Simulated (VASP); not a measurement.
Cs3Pt:

```
CELL_PARAMETERS angstrom
5.77765 0.00000 0.00000
0.00000 5.77765 0.00000
0.00000 0.00000 5.77765
ATOMIC_POSITIONS crystal
Pt 0.50000 0.50000 0.50000
Cs 0.50000 0.00000 0.00000
Cs 0.00000 0.50000 0.00000
Cs 0.00000 0.00000 0.50000
```

The cell comes from a database or a generator and needn't be the stable form of this composition.

| Property | Result |
| --- | --- |
| Program | VASP 6.6.1 |
| Task | single point |
| Functional | PBE |
| Potentials or basis | VASP PAW PBE potentials, release 64 (Pt, Cs_sv) |
| Cutoff | 520 eV |
| k mesh | 5 × 5 × 5 |
| Occupations | fermi-dirac, width 0.05 eV |
| Spin | no spin polarisation |

On this cell: pressure -0.2 GPa; largest force zero by symmetry; band gap on the k mesh none (metal or under the smearing width).

The same run follows on a disturbed copy (atoms moved at random, drawn with an rms of 0.05 Å):

```
Pt Cs
1.0
     5.77765    0.00000    0.00000
     0.00000    5.77765    0.00000
     0.00000    0.00000    5.77765
Pt Cs
1 3
Direct
  0.51044 0.49785 0.50536
  0.50790 0.99798 0.99770
  0.99469 0.49952 0.99166
  0.99713 0.00093 0.49878
```

What changes?

The energy (extrapolated to zero smearing) moves by +0.4 meV/atom; pressure -0.2 GPa; largest force 0.097 eV/Å; band gap on the k mesh none (metal or under the smearing width).

Forces on the atoms (eV/Å):
```
Pt   0.034 -0.002  0.018
Cs  -0.097  0.004 -0.001
Cs   0.033 -0.003  0.007
Cs   0.030  0.000 -0.024
```
